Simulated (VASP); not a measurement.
# ZrVC2 (R-3m) in VASP: single point with PBEsol

Aim: the single point of ZrVC2 with PBEsol.

Everything below comes from runs of VASP 6.6.1. Logs are shortened: lines on timing, memory, paths and dates and some standing lists are left out, and cuts for length are marked.

### 1 The cell of the first run

It takes space group R-3m (No. 166, trigonal). The conventional cell has a = 3.082 Å, b = 3.082 Å, c = 15.179 Å, α = 90.00°, β = 90.00°, γ = 120.00°. Zr (site symmetry -3m) has 6 C at 2.23 Å as nearest neighbours. Around V (site symmetry -3m) lie 6 C at 2.14 Å. Around C (site symmetry 3m) lie 3 V at 2.14 Å and 3 Zr at 2.23 Å.

The cell comes from a database or a generator and needn't be the stable form of this composition.

### 2 Single point, PBEsol, collinear spin, typed start (Ta replaced by V, lengths x 0.979, strained and moved within the space group)

File INCAR:

```
SYSTEM = ZrVC2
PREC     = Accurate       ! precision mode
ENCUT    = 520            ! plane-wave cutoff, eV
EDIFF    = 1E-7           ! SCF threshold, eV
ISMEAR   = 0              ! smearing method
SIGMA    = 0.1            ! smearing width, eV
LREAL    = .False.        ! projectors in reciprocal space
LASPH    = .True.         ! aspherical terms in the spheres
NELM     = 150            ! most SCF steps
ALGO     = Fast           ! electronic algorithm
ISIF     = 2              ! what is computed and relaxed
LWAVE    = .False.        ! write WAVECAR
LCHARG   = .False.        ! write CHGCAR
ISPIN    = 2              ! spin polarisation
MAGMOM   = 0 2 0 0        ! initial moments
LORBIT   = 11             ! projections on sites
LMAXMIX  = 4              ! l up to which the mixer works
GGA      = PS             ! functional
NBANDS   = 28             ! bands
```

File KPOINTS:

```
Automatic mesh
0
Gamma
  6 6 6
  0 0 0
```

File POSCAR:

```
ZrVC2
1.0
    1.5410892256      0.8897482793      5.0596230279
   -1.5410892256      0.8897482793      5.0596230279
    0.0000000000     -1.7794965585      5.0596230279
Zr V C
1 1 2
Direct
    0.0000000000      0.0000000000      0.0000000000
    0.5000000000      0.5000000000      0.5000000000
    0.7547232300      0.7547232300      0.7547232300
    0.2452767700      0.2452767700      0.2452767700
```

Potentials or basis: VASP PAW PBE potentials, release 64 (Zr_sv, V_sv, C).

Launch:

```bash
$ cat potpaw_PBE.64/Zr_sv/POTCAR potpaw_PBE.64/V_sv/POTCAR potpaw_PBE.64/C/POTCAR > POTCAR
$ mpirun -np 1 vasp_std > vasp.out
```

OUTCAR:

```text
SYSTEM = ZrVC2
   PREC = Accurate
   ENCUT = 520
   EDIFF = 1E-7
   ISMEAR = 0
   LREAL = .False.
   LASPH = .True.
   NELM = 150
   ISIF = 2
   ISPIN = 2
   LORBIT = 11
   GGA = PS

 ion  position               nearest neighbor table
   1  0.000  0.000  0.000-   3 2.23   3 2.23   4 2.23   4 2.23   3 2.23   4 2.23   2 3.09   2 3.09
                             2 3.09   2 3.09   2 3.09   2 3.09
   2  0.500  0.500  0.500-   4 2.14   4 2.14   3 2.14   3 2.14   4 2.14   3 2.14   1 3.09   1 3.09
                             1 3.09   1 3.09   1 3.09   1 3.09
   3  0.755  0.755  0.755-   2 2.14   2 2.14   2 2.14   1 2.23   1 2.23   1 2.23
   4  0.245  0.245  0.245-   2 2.14   2 2.14   2 2.14   1 2.23   1 2.23   1 2.23

  LATTYP: Found a trigonal (rhomboedric) cell.
 ALAT       =     5.3634311020
 COS(alpha) =     0.8348798206

  Lattice vectors:

 A1 = (   1.5410892256,   0.8897482793,   5.0596230279)
 A2 = (  -1.5410892256,   0.8897482793,   5.0596230279)
 A3 = (   0.0000000000,  -1.7794965585,   5.0596230279)

Analysis of symmetry for initial positions (statically):
=====================================================================
 Subroutine PRICEL returns:
 Original cell was already a primitive cell.

 Routine SETGRP: Setting up the symmetry group for a
 trigonal (rhombohedral) supercell.

 Subroutine GETGRP returns: Found 12 space group operations
 (whereof 12 operations were pure point group operations)
 out of a pool of 12 trial point group operations.

The static configuration has the point symmetry D_3d.

Analysis of symmetry for dynamics (positions and initial velocities):
=====================================================================
 Subroutine PRICEL returns:
 Original cell was already a primitive cell.

 Routine SETGRP: Setting up the symmetry group for a
 trigonal (rhombohedral) supercell.

 Subroutine GETGRP returns: Found 12 space group operations
 (whereof 12 operations were pure point group operations)
 out of a pool of 12 trial point group operations.

The dynamic configuration has the point symmetry D_3d.

Analysis of structural, dynamic, and magnetic symmetry:
=====================================================================
 Subroutine PRICEL returns:
 Original cell was already a primitive cell.

 Routine SETGRP: Setting up the symmetry group for a
 trigonal (rhombohedral) supercell.

 Subroutine GETGRP returns: Found 12 space group operations
 (whereof 12 operations were pure point group operations)
 out of a pool of 12 trial point group operations.

The overall configuration has the point symmetry D_3d.

 Subroutine INISYM returns: Found 12 space group operations
 (whereof 12 operations are pure point group operations),
 and found     1 'primitive' translations

----------------------------------------------------------------------------------------

                                     Primitive cell

  volume of cell :      41.6260

  direct lattice vectors                    reciprocal lattice vectors
     1.541089226  0.889748279  5.059623028     0.324445848  0.187318897  0.065881061
    -1.541089226  0.889748279  5.059623028    -0.324445848  0.187318897  0.065881061
     0.000000000 -1.779496558  5.059623028     0.000000000 -0.374637795  0.065881061

  length of vectors
     5.363431102  5.363431102  5.363431102     0.380386371  0.380386371  0.380386371

  position of ions in fractional coordinates (direct lattice)
     0.000000000  0.000000000  0.000000000
     0.500000000  0.500000000  0.500000000
     0.754723230  0.754723230  0.754723230
     0.245276770  0.245276770  0.245276770

  ion indices of the primitive-cell ions
   primitive index   ion index
                 1           1
                 2           2
                 3           3
                 4           4

----------------------------------------------------------------------------------------

 KPOINTS: Automatic mesh

Automatic generation of k-mesh.
 Grid dimensions read from file:
 generate k-points for:    6    6    6

 Generating k-lattice:

  Cartesian coordinates                     Fractional coordinates (reciprocal lattice)
     0.054074308  0.031219816  0.010980177     0.166666667  0.000000000  0.000000000
    -0.054074308  0.031219816  0.010980177     0.000000000  0.166666667  0.000000000
     0.000000000 -0.062439632  0.010980177     0.000000000  0.000000000  0.166666667

  Length of vectors
     0.063397729  0.063397729  0.063397729

  Shift w.r.t. Gamma in fractional coordinates (k-lattice)
     0.000000000  0.000000000  0.000000000

 Subroutine IBZKPT returns following result:
 ===========================================

 Found     32 irreducible k-points:

 Following reciprocal coordinates:
            Coordinates               Weight
  0.000000  0.000000  0.000000      1.000000
  0.166667 -0.000000  0.000000      6.000000
  0.333333 -0.000000  0.000000      6.000000
  0.500000  0.000000  0.000000      3.000000
  0.166667  0.166667  0.000000      6.000000
  0.333333  0.166667  0.000000     12.000000
[... 16 lines left out ...]
  0.500000  0.500000  0.166667      6.000000
 -0.333333  0.500000  0.166667     12.000000
 [... further k-points ...]
   k-points           NKPTS =     32   k-points in BZ     NKDIM =     32   number of bands    NBANDS=     28
   number of dos      NEDOS =    301   number of ions     NIONS =      4
   total plane-waves  NPLWV =  64000
   dimension x,y,z NGX =    40 NGY =   40 NGZ =   40
   dimension x,y,z NGXF=    80 NGYF=   80 NGZF=   80
   ions per type =               1   1   2
   NGX,Y,Z   is equivalent  to a cutoff of  12.40, 12.40, 12.40 a.u.
   NGXF,Y,Z  is equivalent  to a cutoff of  24.80, 24.80, 24.80 a.u.
 SYSTEM =  ZrVC2
   PREC   = accura    normal or accurate (medium, high low for compatibility)
   ISTART =      0    job   : 0-new  1-cont  2-samecut
   ICHARG =      2    charge: 1-file 2-atom 10-const
   ISPIN  =      2    spin polarized calculation?
   LNONCOLLINEAR =      F non collinear calculations
   LSORBIT =      F    spin-orbit coupling
   LASPH  =      T    aspherical Exc in radial PAW
   ENCUT  =  520.0 eV  38.22 Ry    6.18 a.u.   9.97  9.97  9.97*2*pi/ulx,y,z
   NELM   =    150;   NELMIN=  2; NELMDL= -5     # of ELM steps
   EDIFF  = 0.1E-06   stopping-criterion for ELM
   LREAL  =      F    real-space projection
   EDIFFG = 0.1E-05   stopping-criterion for IOM
   NSW    =      0    number of steps for IOM
   IBRION =     -1    ionic relax: 0-MD 1-quasi-New 2-CG
   NFREE  =      0    steps in history (QN), initial steepest desc. (CG)
   ISIF   =      2    stress and relaxation
   ISYM   =      2    0-nonsym 1-usesym 2-fastsym
   POTIM  = 0.5000    time-step for ionic-motion
   TEBEG  =    0.0;   TEEND  =   0.0 temperature during run
   PSTRESS=    0.0 pullay stress
   NELECT =      33.0000    total number of electrons
   NUPDOWN=      -1.0000    fix difference up-down
   EMIN   =  10.00;   EMAX   =-10.00  energy-range for DOS
   EFERMI =   0.00;   METHOD = LEGACY
   ISMEAR =     0;   SIGMA  =   0.10  broadening in eV -4-tet -1-fermi 0-gaus
   EFERMI_NEDOS =   21; number of points for ismear=-14 and -15
   IALGO  =     68    algorithm
   IMIX   =      4    mixing-type and parameters
     AMIX     =   0.40;   BMIX     =  1.00
     AMIX_MAG =   1.60;   BMIX_MAG =  1.00
  volume/ion in A,a.u.               =      10.41        70.23
  Fermi-wavevector in a.u.,A,eV,Ry     =   1.515158  2.863234 31.234961  2.295705
  Thomas-Fermi vector in A             =   2.624720
   LORBIT       =     11    0 simple, 1 ext, 2 COOP (PROOUT), +10 PAW based schemes
   GGA     = PS    functional components
   LHFCALC =     F    Hartree Fock is set to
   AEXX    =    0.0000 exact exchange contribution
   IVDW    =     0    specifies the selected vdW correction
   LEPSILON=     F    determine dielectric tensor
   LRPA    =     F    only Hartree local field effects (RPA)
 spin polarized calculation
 RMM-DIIS sequential band-by-band and
 Gauss-broadening in eV      SIGMA  =   0.10
  energy-cutoff  :      520.00
  volume of cell :       41.63
 maximum number of plane-waves:      1136
   NGX = 19   NGY = 19   NGZ = 19

 number of electron      32.9999997 magnetization      -0.0000001

 number of electron      32.9999997 magnetization       0.0000002

 Free energy of the ion-electron system (eV)
  ---------------------------------------------------
  ext. energy  EPLUGINS =         0.00000000
  ---------------------------------------------------
  free energy    TOTEN  =       -40.35189089 eV

  energy without entropy =      -40.34595219  energy(sigma->0) =      -40.34892154

 E-fermi :  10.8569     XC(G=0): -13.1321

 val. band max:       10.8257511310   @ k =   0.3333   0.3333   0.3333
 cond. band min:      10.9286310928   @ k =   0.5000   0.5000   0.5000
 fundamental gap:      0.1028799618
 Fermi energy:        10.8569175602

 spin component 1

 k-point     1 :       0.0000    0.0000    0.0000
  band No.  band energies     occupation
      1     -53.7207      1.00000
      2     -37.0660      1.00000
      3     -27.6346      1.00000
      4     -27.5902      1.00000
      5     -27.5902      1.00000
      6     -15.5175      1.00000
[... 20 lines left out ...]
     27      19.9403      0.00000
     28      20.3989      0.00000

 k-point     2 :       0.1667   -0.0000    0.0000
  band No.  band energies     occupation
      1     -53.7149      1.00000
      2     -37.0227      1.00000
      3     -27.6412      1.00000
      4     -27.6247      1.00000
      5     -27.6020      1.00000
      6     -15.4474      1.00000
[... 674 lines left out ...]
 k-point    24 :      -0.3333    0.5000    0.1667
  band No.  band energies     occupation
      1     -53.6972      1.00000
      2     -36.8898      1.00000
      3     -27.7673      1.00000
      4     -27.6640      1.00000
      5     -27.5962      1.00000
      6     -15.8537      1.00000
[... 20 lines left out ...]
     27      21.5721      0.00000
     28      23.6882      0.00000

 [... further k-points ...]

 spin component 2

 k-point     1 :       0.0000    0.0000    0.0000
  band No.  band energies     occupation
      1     -53.7207      1.00000
      2     -37.0660      1.00000
      3     -27.6346      1.00000
      4     -27.5902      1.00000
      5     -27.5902      1.00000
      6     -15.5175      1.00000
[... 20 lines left out ...]
     27      19.9403      0.00000
     28      20.3988      0.00000

 k-point     2 :       0.1667   -0.0000    0.0000
  band No.  band energies     occupation
      1     -53.7149      1.00000
      2     -37.0227      1.00000
      3     -27.6412      1.00000
      4     -27.6247      1.00000
      5     -27.6020      1.00000
      6     -15.4474      1.00000
[... 674 lines left out ...]
 k-point    24 :      -0.3333    0.5000    0.1667
  band No.  band energies     occupation
      1     -53.6972      1.00000
      2     -36.8898      1.00000
      3     -27.7673      1.00000
      4     -27.6640      1.00000
      5     -27.5962      1.00000
      6     -15.8537      1.00000
[... 20 lines left out ...]
     27      21.5721      0.00000
     28      23.5500      0.00000

 [... further k-points ...]

------------------------ aborting loop because EDIFF is reached ----------------------------------------

  FORCE on cell =-STRESS in cart. coord.  units (eV):
  Direction    XX          YY          ZZ          XY          YZ          ZX
  --------------------------------------------------------------------------------------
  -------------------------------------------------------------------------------------
  Total        2.5178354      2.5178354      1.5685604      0.0000000      0.0000000      0.0000000
  in kB       96.9111097     96.9111097     60.3736578      0.0000000      0.0000000      0.0000000
  external PRESSURE =      84.7319591 kB  Pullay stress =       0.0000000 kB

 VOLUME and BASIS-vectors are now :
 -----------------------------------------------------------------------------
  energy-cutoff  :      520.00
  volume of cell :       41.63
      direct lattice vectors                 reciprocal lattice vectors
     1.541089226  0.889748279  5.059623028     0.324445848  0.187318897  0.065881061
    -1.541089226  0.889748279  5.059623028    -0.324445848  0.187318897  0.065881061
     0.000000000 -1.779496558  5.059623028     0.000000000 -0.374637795  0.065881061

 POSITION                                       TOTAL-FORCE (eV/Angst)
 -----------------------------------------------------------------------------------
      0.00000      0.00000      0.00000         0.000000     -0.000000     -0.000000
      0.00000      0.00000      7.58943         0.000000     -0.000000     -0.000000
      0.00000      0.00000     11.45585         0.000000      0.000000      1.529676
      0.00000      0.00000      3.72302         0.000000     -0.000000     -1.529676
 -----------------------------------------------------------------------------------
    total drift:                                0.000000      0.000000      0.000000

  FREE ENERGIE OF THE ION-ELECTRON SYSTEM (eV)
  ---------------------------------------------------
  free  energy   TOTEN  =       -40.3518908891 eV

  energy  without entropy=      -40.3459521867  energy(sigma->0) =      -40.34892154

 total charge

# of ion       s       p       d       tot
------------------------------------------
    1        2.205   6.080   1.882  10.167
    2        2.258   6.296   3.050  11.603
    3        0.893   1.509   0.000   2.402
    4        0.893   1.509   0.000   2.402
--------------------------------------------------
tot          6.249  15.394   4.932  26.575

 magnetization (x)

# of ion       s       p       d       tot
------------------------------------------
    1       -0.000   0.000  -0.000  -0.000
    2        0.000  -0.000   0.000   0.000
    3        0.000  -0.000   0.000   0.000
    4        0.000  -0.000   0.000   0.000
--------------------------------------------------
tot         -0.000  -0.000   0.000  -0.000
```

Run time: 3.9 min. Hardware: 1 thread of AMD EPYC 9R45 (Zen 5), shared host; peak memory 0.3 GiB.

What came out:

| Property | Result |
| --- | --- |
| Free energy | -40.3519 eV |
| Pressure | 8.5 GPa |
| Largest force | 1.530 eV/Å |
| Band gap on the k mesh | none (metal or under the smearing width) |
| Net moment | 0.00 μB per cell |
| Valence electrons inside the program's atomic spheres | Zr 10.17; V 11.60; C 2.40 |

Forces on the atoms (eV/Å):
```
Zr   0.000  0.000  0.000
V    0.000  0.000  0.000
C    0.000  0.000  1.530
C    0.000  0.000 -1.530
```

Stress tensor (GPa, compression positive):
```
9.69 0.00 0.00
0.00 9.69 0.00
0.00 0.00 6.04
```

Levels at points of the mesh, in eV from the Fermi level:
Spin up:
| k point | band 14 | band 15 | band 16 | band 17 | band 18 | band 19 | band 20 | band 21 |
| --- | --- | --- | --- | --- | --- | --- | --- | --- |
| (0.00, 0.00, 0.00) | -0.41 | -0.41 | -0.34 | 0.86 | 0.86 | 0.87 | 1.03 | 1.03 |
| (0.50, 0.00, 0.00) | -2.82 | -2.69 | -2.66 | 0.10 | 1.14 | 1.42 | 1.84 | 4.44 |
| (0.50, 0.50, 0.00) | -3.27 | -2.81 | -0.54 | -0.49 | 1.10 | 1.53 | 2.35 | 2.86 |
| (0.50, 0.50, 0.50) | -2.90 | -2.28 | -2.28 | 0.07 | 0.07 | 1.21 | 2.65 | 2.65 |
Spin down:
```csv
k point,band 15,band 16,band 17,band 18,band 19,band 20
"(0.00, 0.00, 0.00)",-0.41,-0.34,0.86,0.86,0.87,1.03
"(0.50, 0.00, 0.00)",-2.69,-2.66,0.10,1.14,1.42,1.84
"(0.50, 0.50, 0.00)",-2.81,-0.54,-0.49,1.10,1.53,2.35
"(0.50, 0.50, 0.50)",-2.28,-2.28,0.07,0.07,1.21,2.65
```

Caveat: the k mesh is coarse (spacing up to 0.40 Å⁻¹), so the values aren't converged; the PAW data sets were made with another functional, which shifts forces and pressure a little.
